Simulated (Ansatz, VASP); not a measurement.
# Tl (Thallium) in two plane-wave programs

One calculation is typed for both programs; each brings its own data sets. How far apart do they land? The structure shown comes from an earlier run, which isn't shown and may have moved the atoms alone.

Program: Ansatz 0.2.0. Level of theory: plane waves, with VASP 6.6.1 beside it; PBEsol. Results are calculated unless marked as measured.

## 1. Set-up

The structure is hexagonal, space group P6_3/mmc (No. 194). The conventional cell has a = 3.464 Å, b = 3.464 Å, c = 5.505 Å, α = 90.00°, β = 90.00°, γ = 120.00°. Nearest to Tl lie 12 Tl at 3.40 to 3.46 Å.

## 2. Ansatz: elastic constants, PBEsol

Ansatz runs on its default PAW (the set named soft_2) files.

Elastic constants are differences of stresses under small strains, so they test the stress and the mesh.

input.yaml reads:

```yaml
crystal:
  lattice:
    - [3.4642240339, 0.0, 0.0]
    - [-1.7321120169, 3.0001060177, 0.0]
    - [0.0, 0.0, 5.5050273219]
  atoms:
    - { symbol: Tl, position: [0.3333333333, 0.6666666667, 0.25] }
    - { symbol: Tl, position: [0.6666666667, 0.3333333333, 0.75] }
kpoints:
  mp_grid: { grid: [18, 18, 10] }
hamiltonian:
  xc: pbesol
scf:
  occupations: { method: methfessel_paxton, width: 0.25 }
output:
  forces: true
  stress: true
  eigenvalues: true
elastic:
  mode: relaxed_ion
  stencil: two_point
  amplitude: 0.01
```

The run is started by

```bash
$ ansatz run input.yaml --threads 4 --pin off --max-ram 16384MiB --backend cpu --events-out ev --progress --plain --runs-dir out
```

Numbers of over 12 decimals in the logs are rounded to 6 here.

Output:

```text
Engine: ansatz 0.2.0, x86_64-unknown-linux-gnu
Pseudopotentials: kind: paw
Pseudopotential: Tl, paw, valence charge 13, recommended cutoff 420 eV (normal), Tl.paw.azcp
Functional definition: PBEsol
  exchange = pbesol_x
  correlation = pbesol_c
Crystal: 2 atoms, lattice volume = 57.214 Å³
Basis set: ecut = 420 eV, 1105 PW (Γ), exchange–correlation on 48×48×80 points (8 copies of the dense FFT grid, shifted against one another)
Bands: 17, of which v1, the nominal top of the filled ones, is band 13 counted from 1 (12 counted from 0)
Symmetry: 24 space group operations
Space group: P63/mmc (ITA 194), of the structure as read, at distance tolerance 3.9e-5 Å
k-points: 222 of 3240
Non-local potential: Tl, projectors of the file, l = 0: 2, l = 1: 2, l = 2: 2, l = 3: 1
PAW form: soft (Blöchl's): semilocal exchange-correlation on the pseudo side does not see the compensation charge
PAW frozen core: Tl, regenerated for the run's functional, and the local potential with it (the file was generated under x = pbe(κ = 0.804, μ = 0.219515), c = pbe(β = 0.066725))
PAW one-centre angular grid: Tl, 590 points (default); XC on 64 Gauss nodes
Initial density: superposition of atomic densities (neutral atoms: chi_scale 0, normalization atom), corrected by the library's trained network
Initial wavefunctions: pseudopotential atomic-orbital guess
Functional: x = pbesol(κ = 0.804, μ = 0.123457), c = pbesol(β = 0.046)
SCF iter   1: F=—  HF=-22591.357694 eV  |F-HF|=—  |Δ(HF+E_count)|=         —  Δρ=2.66e-3  dr2=4.64e-3  ethr=1.77e-3  ⟨swp⟩=5.2  Hψ=16938  notcnv=0
preconditioner: auto → Kerker (q_TF=auto, 2.392 Å⁻¹)  [metal: Δε(μ)=0.020 eV  Ē_g=13.660 eV  σ=0.250 eV  W_gap=0.07  n_scr=22 (ndim 8)  ℏωp=25.0 eV  f_vac=0.000  D(μ)=0.89/eV (n_scr^D=2)]
SCF iter   2: F=—  HF=-22591.354679 eV  |F-HF|=—  |Δ(HF+E_count)|=   3.02e-3  S|Δr|=    0.00e0  Δρ=1.09e-3  dr2=9.64e-4  ethr=1.79e-5  ⟨swp⟩=2.5  Hψ=8236  notcnv=0
SCF iter   3: F=—  HF=-22591.354338 eV  |F-HF|=—  |Δ(HF+E_count)|=   3.41e-4  S|Δr|=    0.00e0  Δρ=3.13e-4  dr2=7.71e-5  ethr=3.71e-6  ⟨swp⟩=2.1  Hψ=6014  notcnv=0
SCF iter   4: F=—  HF=-22591.354324 eV  |F-HF|=—  |Δ(HF+E_count)|=   1.45e-5  S|Δr|=    0.00e0  Δρ=8.66e-5  dr2=3.26e-6  ethr=2.97e-7  ⟨swp⟩=2.6  Hψ=6660  notcnv=0
SCF iter   5: F=—  HF=-22591.354323 eV  |F-HF|=—  |Δ(HF+E_count)|=   8.54e-7  S|Δr|=    0.00e0  Δρ=2.54e-5  dr2=2.32e-7  ethr=1.25e-8  ⟨swp⟩=2.0  Hψ=6621  notcnv=0
SCF iter   6: F=—  HF=-22591.354325 eV  |F-HF|=—  |Δ(HF+E_count)|=   2.29e-6  S|Δr|=    0.00e0  Δρ=5.40e-6  dr2=1.16e-8  ethr=8.92e-10  ⟨swp⟩=2.5  Hψ=6513  notcnv=0
SCF iter   7: F=—  HF=-22591.354325 eV  |F-HF|=—  |Δ(HF+E_count)|=   2.00e-9  S|Δr|=    0.00e0  Δρ=8.24e-7  dr2=3.68e-10  ethr=4.47e-11  ⟨swp⟩=2.0  Hψ=6368  notcnv=0
SCF iter   8: F=—  HF=-22591.354325 eV  |F-HF|=—  |Δ(HF+E_count)|=  1.09e-11  S|Δr|=    0.00e0  Δρ=1.32e-7  dr2=1.08e-11  ethr=1.41e-12  ⟨swp⟩=2.0  Hψ=4260  notcnv=0
SCF iter   9: F=—  HF=-22591.354325 eV  |F-HF|=—  |Δ(HF+E_count)|=  7.28e-12  S|Δr|=    0.00e0  Δρ=2.50e-8  dr2=4.56e-13  ethr=4.15e-14 (applied; sched 1.00e-12)  ⟨swp⟩=2.8  Hψ=6744  notcnv=0  defer=2
SCF iter  10: F=-22591.354325 eV  HF=-22591.354325 eV  |F-HF|=7.28e-12  |Δ(HF+E_count)|=  7.28e-12  S|Δr|=    0.00e0  Δρ=4.99e-9  dr2=1.72e-14  ethr=1.00e-12  ⟨swp⟩=4.4  Hψ=11588  notcnv=0
SCF 1 converged in 10 iterations: F = -22591.354325 eV  dr2 = 1.72e-14
  greatest PAW one-centre occupation: 0.962 electrons in one spin orbital (limit 2), on the Tl atom at site 1 (counted from 0), in its partial waves of l = 2
Crystal: 2 atoms, lattice volume = 56.642 Å³
Basis set: ecut = 420 eV, 1101 PW (Γ), exchange–correlation on 48×48×80 points (8 copies of the dense FFT grid, shifted against one another)
Symmetry: 8 space group operations
k-points: 546 of 3240
Initial density: handed on by an earlier stage of this run
Initial wavefunctions: pseudopotential atomic-orbital guess (no wavefunctions were taken with the density)
iter 1 solved again at ethr=3.79e-4 eV; its pass at ethr=3.10e-3 eV (dr2=9.86e-2 eV) is discarded
SCF iter   1: F=—  HF=-22591.399889 eV  |F-HF|=—  |Δ(HF+E_count)|=         —  Δρ=1.41e-2  dr2=9.90e-2  ethr=3.79e-4  ⟨swp⟩=1.0  Hψ=54449  notcnv=0
preconditioner: auto → Kerker (q_TF=auto, 2.396 Å⁻¹)  [metal: Δε(μ)=0.011 eV  Ē_g=13.538 eV  σ=0.250 eV  W_gap=0.04  n_scr=14 (ndim 8)  ℏωp=25.2 eV  f_vac=0.000  D(μ)=0.89/eV (n_scr^D=2)]
SCF iter   2: F=—  HF=-22591.363755 eV  |F-HF|=—  |Δ(HF+E_count)|=   3.61e-2  S|Δr|=    0.00e0  Δρ=6.37e-3  dr2=2.27e-2  ethr=3.79e-4  ⟨swp⟩=2.0  Hψ=15514  notcnv=0
SCF iter   3: F=—  HF=-22591.353767 eV  |F-HF|=—  |Δ(HF+E_count)|=   9.99e-3  S|Δr|=    0.00e0  Δρ=1.27e-3  dr2=1.17e-3  ethr=8.72e-5  ⟨swp⟩=2.3  Hψ=16682  notcnv=0
SCF iter   4: F=—  HF=-22591.353529 eV  |F-HF|=—  |Δ(HF+E_count)|=   2.38e-4  S|Δr|=    0.00e0  Δρ=2.81e-4  dr2=4.98e-5  ethr=4.52e-6  ⟨swp⟩=2.9  Hψ=16504  notcnv=0
[...]
SCF iter   3: F=—  HF=-22591.354235 eV  |F-HF|=—  |Δ(HF+E_count)|=   3.46e-3  S|Δr|=    0.00e0  Δρ=4.29e-4  dr2=6.70e-5  ethr=2.56e-5  ⟨swp⟩=2.5  Hψ=24894  notcnv=0
SCF iter   4: F=—  HF=-22591.354235 eV  |F-HF|=—  |Δ(HF+E_count)|=   6.36e-7  S|Δr|=    0.00e0  Δρ=7.82e-5  dr2=4.30e-6  ethr=2.58e-7  ⟨swp⟩=1.5  Hψ=16261  notcnv=0
[...]
SCF iter   9: F=-22591.354234 eV  HF=-22591.354234 eV  |F-HF|=2.18e-11  |Δ(HF+E_count)|=  2.55e-11  S|Δr|=    0.00e0  Δρ=1.23e-8  dr2=6.69e-14  ethr=1.00e-12  ⟨swp⟩=3.0  Hψ=57298  notcnv=0
SCF 17 converged in 9 iterations: F = -22591.354234 eV  dr2 = 6.69e-14
relax step   1: F+E_penalty+E_count = -22591.35423441 eV  Δ(F+E_penalty+E_count) = +0.000e0 eV  max|allowed force component| = 2.678e-4 eV/Å  Δτ_max = 0.0000 Å  (9 SCF iters, accepted)
[...]
relax step   2: F+E_penalty+E_count = -22591.35423451 eV  Δ(F+E_penalty+E_count) = -9.999e-8 eV  max|allowed force component| = 1.437e-4 eV/Å  Δτ_max = 0.0004 Å  (6 SCF iters, accepted)
[...]
relax step   3: F+E_penalty+E_count = -22591.35423452 eV  Δ(F+E_penalty+E_count) = -3.725e-9 eV  max|allowed force component| = 1.131e-5 eV/Å  Δτ_max = 0.0000 Å  (5 SCF iters, accepted)
iter 1 solved again at ethr=1.00e-12 eV; its pass at ethr=3.10e-3 eV (dr2=6.84e-13 eV) is discarded
SCF iter   1: F=—  HF=-22591.354234 eV  |F-HF|=—  |Δ(HF+E_count)|=         —  Δρ=9.31e-8  dr2=7.48e-13  ethr=1.00e-12  ⟨swp⟩=2.1  Hψ=84114  notcnv=0
SCF iter   2: F=—  HF=-22591.354235 eV  |F-HF|=—  |Δ(HF+E_count)|=   3.79e-7  S|Δr|=    0.00e0  Δρ=4.42e-8  dr2=1.67e-13  ethr=2.88e-15 (applied; sched 1.00e-12)  ⟨swp⟩=3.0  Hψ=37602  notcnv=0
SCF iter   3: F=-22591.354235 eV  HF=-22591.354235 eV  |F-HF|=7.28e-12  |Δ(HF+E_count)|=  3.64e-12  S|Δr|=    0.00e0  Δρ=3.04e-8  dr2=8.78e-14  ethr=1.00e-12  ⟨swp⟩=3.0  Hψ=40849  notcnv=0
SCF 20 converged in 3 iterations: F = -22591.354235 eV  dr2 = 8.78e-14
SCF converged after 10 iterations
Stability not checked: this state was not tested for a lower state beside it, because cold or Methfessel-Paxton smearing, or corrected tetrahedra, fill the levels in a way that the test cannot read (fill_not_monotonic; see scf.lower_state_search)
Free energy (F): -22591.354325 eV
Harris-Foulkes:  -22591.354325 eV  (|F-HF|=7.28e-12)
Internal energy: -22591.353333 eV  (E = F + TS)
E sigma→0 (E₀):  -22591.354077 eV
Entropy (-TS):   -0.000992 eV (-0.496 meV/atom)
Fermi energy:    10.218487 eV
--- Per-component energies (eV) ---
  E_band       = 12.251561
  E_kinetic    = 667.198577
  E_local      = -1751.436980  (includes V_loc(G=0)·N_el)
  E_nonlocal   = 638.263149
  E_hartree    = 644.959395
  E_xc         = -457.840674
  E_vxc        = -284.766174  (∫ρ·V_xc dr)
  E_paw        = -20034.726557  (= ΣΔE_a)
  E_vpaw       = -546.925869  (= ΣTr[D̂ρ^β])
  E_aug_tail   = 0.000068  (compensation charges beyond the density's cutoff)
  E_ewald      = -2297.846840
  E_core_change = 0.076530  (= ΣΔE_core)
  E_smearing   = -0.000992  (= −TS)
  E_closure    = 0.000000  (closes the sum)
  Σ components = -22591.354325   (vs F -22591.354325, Δ=0.00e0)
--- Forces (eV/Å), atoms counted from 1 ---
  atom   1  Tl    -0.00000000    -0.00000000     0.00000000
  atom   2  Tl     0.00000000     0.00000000     0.00000000
  max |Σ_I F_I| component: 1.16e-18 eV/Å
--- Stress (GPa, compression-positive) ---
       -0.009243      -0.000000      -0.000000
       -0.000000      -0.009243       0.000000
       -0.000000       0.000000      -0.012703
  P = ⅓ Tr σ = -0.0104 GPa (-0.104 kbar)
--- Band table (eV; the first three rows and the last of 222) ---
  k-point 0: bands = [... 9 lower, -0.8226, 0.1606, 5.1715, 7.3718, 18.1099, 18.1099, 20.2048, 20.2048]
  k-point 1: bands = [... 9 lower, -0.8261, 0.2155, 4.6988, 7.9538, 18.1545, 18.1545, 20.1525, 20.1525]
  k-point 2: bands = [... 9 lower, -0.8375, 0.3832, 3.8547, 9.1257, 18.2862, 18.2862, 18.8667, 19.9975]
  k-point 221: bands = [... 9 lower, -0.8123, 6.1285, 6.1285, 9.2684, 9.2684, 10.4013, 10.4013, 17.9220]
--- Elastic constants: 3 strain directions × 2 members + reference (group order 24) ---
  dense FFT box of the reference and of every strained cell: 24×24×40
  strains applied: 11, 33, 23; error gains: componentwise 1.00 (the most a stress slope's error grows in a printed constant), spectral 1.41 (1 for all six strains in a standard setting)
  C = ∂σ_k/∂η_j (tension-positive GPa; Voigt order 11 22 33 23 13 12):
        39.321     40.310     25.097     -0.000      0.000      0.000
        40.310     39.321     25.097      0.000     -0.000      0.000
        24.837     24.837     69.855     -0.000      0.000     -0.000
         0.000     -0.000     -0.000      5.154     -0.000      0.000
        -0.000      0.000     -0.000     -0.000      5.154      0.000
         0.000      0.000      0.000     -0.000      0.000     -0.494
  reference stress σ⁰ (GPa):      0.009      0.009      0.013     -0.000      0.000      0.000
  C* (energy form; C + prestress term) asymmetry max|C*_kj − C*_jk| = 2.559e-1 GPa — a small one proves nothing (zero by symmetry where the batch's group is 432, −43m or m−3m); a large one is finite-difference/SCF noise where every solve meets its electron count
  moduli (Voigt/Reuss/Hill, GPa): K = 36.55/36.12/36.34   G = 5.85/-1.39/2.23   E = 6.56   ν = 0.470
  mechanically stable: NO (min eigenvalue of sym C = -0.99 GPa)
  strain η (Voigt 11):  stress-route row diagonal C_11 = 39.32 GPa, energy-path curvature d²(F+E_count+ΔE)/dδ²/Ω₀ = 39.19 GPa
         δ    σ_11 (GPa)             F (eV)   n_scf  n_hpsi   n_pw
    -1.000e-2      -0.4092      -22591.3536260       4  140267   1128   relax 4 steps, max|allowed force component| 1.47e-6 eV/Å
     1.000e-2       0.3772      -22591.3536248       3  112262   1146   relax 3 steps, max|allowed force component| 1.31e-5 eV/Å
  strain η (Voigt 33):  stress-route row diagonal C_33 = 69.85 GPa, energy-path curvature d²(F+E_count+ΔE)/dδ²/Ω₀ = 70.15 GPa
         δ    σ_33 (GPa)             F (eV)   n_scf  n_hpsi   n_pw
    -1.000e-2      -0.7058      -22591.3530952       9   83267   1124   relax 0 steps, max|allowed force component| 3.24e-17 eV/Å
     1.000e-2       0.6912      -22591.3530497       6   67649   1152   relax 0 steps, max|allowed force component| 2.49e-17 eV/Å
  strain η (Voigt 23):  stress-route row diagonal C_44 = 5.15 GPa, energy-path curvature d²(F+E_count+ΔE)/dδ²/Ω₀ = 5.07 GPa
         δ    σ_23 (GPa)             F (eV)   n_scf  n_hpsi   n_pw
    -1.000e-2      -0.0515      -22591.3542345       3  178081   1138   relax 3 steps, max|allowed force component| 3.20e-5 eV/Å
     1.000e-2       0.0515      -22591.3542345       3  178091   1138   relax 3 steps, max|allowed force component| 1.13e-5 eV/Å
```

[end of part 1 of 2]

[Lines on the potential files, build, host, timing and source positions are cut from VASP's logs without a mark.]

[Logs are printed without paths, hosts, clocks, repeated set-up lines and the standing remarks that a program may print on its own settings, such as how far it seeks lower states.]

[Hosts, paths, dates, database ids (printed as entryN), source tags and the programs' standing remarks are cut or masked in the printed files.]
